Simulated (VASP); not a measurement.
Output of a VASP run:

### OSZICAR
```
       N       E                     dE             d eps       ncg     rms          rms(c)
DAV:   1     0.307526249499E+03    0.30753E+03   -0.32241E+04  2560   0.149E+03
DAV:   2    -0.111514853848E+03   -0.41904E+03   -0.40253E+03  3360   0.304E+02
DAV:   3    -0.135356770413E+03   -0.23842E+02   -0.23709E+02  3072   0.809E+01
DAV:   4    -0.135794930397E+03   -0.43816E+00   -0.43694E+00  3176   0.114E+01
DAV:   5    -0.135805923713E+03   -0.10993E-01   -0.10988E-01  2992   0.175E+00    0.296E+01
DAV:   6    -0.119772961263E+03    0.16033E+02   -0.62908E+01  3072   0.334E+01    0.134E+01
DAV:   7    -0.119499493274E+03    0.27347E+00   -0.30040E+00  3272   0.788E+00    0.632E+00
DAV:   8    -0.119388702030E+03    0.11079E+00   -0.20181E-01  3064   0.245E+00    0.187E+00
DAV:   9    -0.119377213560E+03    0.11488E-01   -0.35967E-02  3072   0.102E+00    0.315E-01
DAV:  10    -0.119378616062E+03   -0.14025E-02   -0.34659E-03  3104   0.322E-01    0.166E-01
DAV:  11    -0.119379122318E+03   -0.50626E-03   -0.77105E-04  3072   0.151E-01    0.421E-02
DAV:  12    -0.119379180439E+03   -0.58120E-04   -0.77039E-05  3104   0.534E-02    0.178E-02
DAV:  13    -0.119379209537E+03   -0.29099E-04   -0.41055E-05  3104   0.331E-02    0.808E-03
DAV:  14    -0.119379215919E+03   -0.63818E-05   -0.74794E-06  3104   0.161E-02    0.417E-03
DAV:  15    -0.119379219356E+03   -0.34372E-05   -0.37038E-06  2624   0.874E-03    0.250E-03
DAV:  16    -0.119379219693E+03   -0.33672E-06   -0.39041E-07  2056   0.380E-03
   1 F= -.11937922E+03 E0= -.11937922E+03  d E =-.394825E-22
```

**OUTCAR**
```
------------------------ aborting loop because EDIFF is reached ----------------------------------------
  FORCE on cell =-STRESS in cart. coord.  units (eV):
  Direction    XX          YY          ZZ          XY          YZ          ZX
  --------------------------------------------------------------------------------------
  Total        2.8697938      4.4733610      5.5250349     -2.3584189      0.9653678      0.7118261
  in kB       31.6015734     49.2597214     60.8405356    -25.9704186     10.6304298      7.8384809
  external PRESSURE =      47.2339434 kB  Pullay stress =       0.0000000 kB
  volume of cell :      145.50
      direct lattice vectors                 reciprocal lattice vectors
     7.604540000  0.000000000  0.000000000     0.131500393  0.075921785  0.000000000
    -3.802270000  6.585725000  0.000000000     0.000000000  0.151843571  0.000000000
     0.000000000  0.000000000  2.905200000     0.000000000  0.000000000  0.344210381
 POSITION                                       TOTAL-FORCE (eV/Angst)
 -----------------------------------------------------------------------------------
     -1.40284      5.47091      2.16474         0.935169     -1.392917      0.033586
      5.10930      1.16764      0.69662         3.842250     -0.477078      2.737216
      2.20270      1.46992      0.72698        -0.726699      1.052134      1.201743
      1.59141      5.07339      2.15851        -0.905805     -0.086238     -0.358787
     -0.18705      2.71896      2.15377         0.284422     -0.156555      1.654052
      4.01363      3.91995      0.64686        -1.021927     -1.170925      2.549946
     -0.02238      4.43737      2.20562         0.635228     -0.159139     -0.343258
      3.77881      2.11874      0.72949        -0.490121      3.308567     -0.073639
      4.85134      4.39485      2.20028        -0.563338      0.073821     -2.434417
     -0.94131      2.21581      0.75270        -2.628100     -1.351553     -1.448667
     -1.38779      6.36623      0.71005        -0.485670      0.332903      0.338865
      5.22686      0.18612      2.27844        -0.128306      0.459167     -3.198075
      1.39926      1.95949      2.23194        -0.394516      0.205387     -1.641857
      2.38395      4.60070      0.68041         1.647411     -0.637574      0.983293
 -----------------------------------------------------------------------------------
    total drift:                                0.001363      0.000064      0.003681
  FREE ENERGIE OF THE ION-ELECTRON SYSTEM (eV)
  ---------------------------------------------------
  free  energy   TOTEN  =      -119.3792196931 eV

  energy  without entropy=     -119.3792196931  energy(sigma->0) =     -119.37921969
```
(Selected blocks of OUTCAR.)

**POSCAR**
```
Si3N4
1
    7.6045400000     0.0000000000     0.0000000000
   -3.8022700000     6.5857250000     0.0000000000
    0.0000000000     0.0000000000     2.9052000000
Si N
6 8
Direct
  0.2308880000   0.8307230000   0.7451250000
  0.7605250000   0.1772990000   0.2397850000
  0.4012550000   0.2231980000   0.2502350000
  0.5944520000   0.7703610000   0.7429810000
  0.1818310000   0.4128560000   0.7413510000
  0.8254040000   0.5952190000   0.2226550000
  0.3339500000   0.6737860000   0.7591980000
  0.6577730000   0.3217170000   0.2510980000
  0.9716180000   0.6673300000   0.7573580000
  0.0444450000   0.3364560000   0.2590870000
  0.3008410000   0.9666710000   0.2444050000
  0.7014640000   0.0282610000   0.7842640000
  0.3327710000   0.2975360000   0.7682570000
  0.6627840000   0.6985870000   0.2342030000
```

Reconstruct the remaining input files.

One answer among several that fit: the input of the run itself, PBEsol GGA, plane waves, VASP's PBE PAW potentials (set 64).

### KPOINTS
```
Automatic mesh
0
Gamma
3 3 7
0 0 0
```

### INCAR
```
# general
SYSTEM = Si3N4
PREC   = Accurate
ENCUT  = 520   # plane-wave cut-off (eV)
LREAL  = Auto   # projection in real space or not
LASPH  = T   # aspherical one-centre terms

# electronic loop
EDIFF  = 1E-6
NELM   = 100   # most electronic steps
ALGO   = Normal   # blocked Davidson

# smearing
ISMEAR = 0
SIGMA  = 0.02

# functional
GGA    = PS

# ions
ISIF   = 2

# output
LWAVE  = F
LCHARG = F
```

POTCAR, in this order: Si N (PBE.64 set). Program: vasp_std.

The structure comes from a computed database's Si3N4 entry; how it stands against other phases isn't given here. The cell was not relaxed at this level. The run is one of a series of settings (ENCUT = 520 against the base run), some of them coarse on purpose.
